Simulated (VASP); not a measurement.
Output of a VASP run:

### OSZICAR
```
       N       E                     dE             d eps       ncg     rms          rms(c)
DAV:   1     0.888571686237E+02    0.88857E+02   -0.81603E+03  5312   0.109E+03
DAV:   2    -0.131307976252E+02   -0.10199E+03   -0.98000E+02  5680   0.309E+02
DAV:   3    -0.148146874882E+02   -0.16839E+01   -0.16546E+01  6136   0.411E+01
DAV:   4    -0.148310478298E+02   -0.16360E-01   -0.16350E-01  6048   0.406E+00
DAV:   5    -0.148314572337E+02   -0.40940E-03   -0.40939E-03  6360   0.556E-01    0.132E+01
DAV:   6    -0.142292245227E+02    0.60223E+00   -0.35270E+00  5432   0.216E+01    0.251E+00
DAV:   7    -0.141663207005E+02    0.62904E-01   -0.24278E-01  5452   0.589E+00    0.227E+00
DAV:   8    -0.141524197649E+02    0.13901E-01   -0.16320E-02  5812   0.121E+00    0.219E-01
DAV:   9    -0.141522944760E+02    0.12529E-03   -0.37262E-04  6124   0.212E-01    0.131E-01
DAV:  10    -0.141522867056E+02    0.77704E-05   -0.61349E-05  5900   0.854E-02    0.299E-02
DAV:  11    -0.141522853550E+02    0.13505E-05   -0.77913E-06  5912   0.367E-02    0.612E-03
DAV:  12    -0.141522853479E+02    0.71370E-08   -0.33033E-07  2904   0.729E-03
   1 F= -.14152285E+02 E0= -.14152049E+02  d E =-.710233E-03
```

File OUTCAR:
```
------------------------ aborting loop because EDIFF is reached ----------------------------------------
  FORCE on cell =-STRESS in cart. coord.  units (eV):
  Direction    XX          YY          ZZ          XY          YZ          ZX
  --------------------------------------------------------------------------------------
  Total        1.0328581      2.1617918      2.2518617      0.0000000      0.0000000      0.0000000
  in kB       64.0303765    134.0168076    139.6005428      0.0000000      0.0000000      0.0000000
  external PRESSURE =     112.5492423 kB  Pullay stress =       0.0000000 kB
  volume of cell :       25.84
      direct lattice vectors                 reciprocal lattice vectors
     3.029878000  0.000000000  0.000000000     0.330046292  0.000000000  0.000000000
     0.000000000  2.925007000  0.000000000     0.000000000  0.341879524  0.000000000
     0.000000000  0.000000000  2.916172000     0.000000000  0.000000000  0.342915301
 POSITION                                       TOTAL-FORCE (eV/Angst)
 -----------------------------------------------------------------------------------
      1.51494      1.46250      1.45809         0.892036      0.000000      0.000000
      0.09535      0.00000      0.00000        -0.892036      0.000000      0.000000
 -----------------------------------------------------------------------------------
    total drift:                                0.000141     -0.000000      0.000001
  FREE ENERGIE OF THE ION-ELECTRON SYSTEM (eV)
  ---------------------------------------------------
  free  energy   TOTEN  =       -14.1522853479 eV

  energy  without entropy=      -14.1515751151  energy(sigma->0) =      -14.15204860
```
(Selected blocks of OUTCAR.)

POSCAR:
```
RuAl
1
    3.0298780000     0.0000000000     0.0000000000
    0.0000000000     2.9250070000     0.0000000000
    0.0000000000     0.0000000000     2.9161720000
Al Ru
1 1
Direct
  0.5000000000   0.5000000000   0.5000000000
  0.0314700000   0.0000000000   0.0000000000
```

Problem. Reconstruct the remaining input files.

Solution. One answer among several that fit: the input of the run itself, PBE GGA, plane waves, VASP's PBE PAW potentials (set 64).

### INCAR
```
! general
SYSTEM  = RuAl
PREC    = Normal
ENCUT   = 400   ! plane-wave cut-off (eV)
LREAL   = F   ! projection in real space or not
LASPH   = T   ! aspherical one-centre terms

! electronic loop
EDIFF   = 1E-6   ! SCF stop (eV)
NELM    = 100   ! most electronic steps
ALGO    = Normal
LMAXMIX = 4

! smearing
ISMEAR  = 1
SIGMA   = 0.1   ! width (eV)

! functional
GGA     = PE   ! PBE

! ions
ISIF    = 2   ! forces and stress, cell fixed

! output
LWAVE   = F
LCHARG  = F
```

File KPOINTS:
```
Automatic mesh
0
Gamma
11 11 11
0 0 0
```

POTCAR, in this order: Al Ru_pv (PBE.64 set). Program: vasp_std.

The compound is RuAl in the CsCl type structure. The cell was not relaxed at this level, atoms are displaced from their ideal sites. The run is one of a series of settings (PREC = Normal against the base run), some of them coarse on purpose. The electron count is odd and the run is not spin-polarised, which forces a metal.
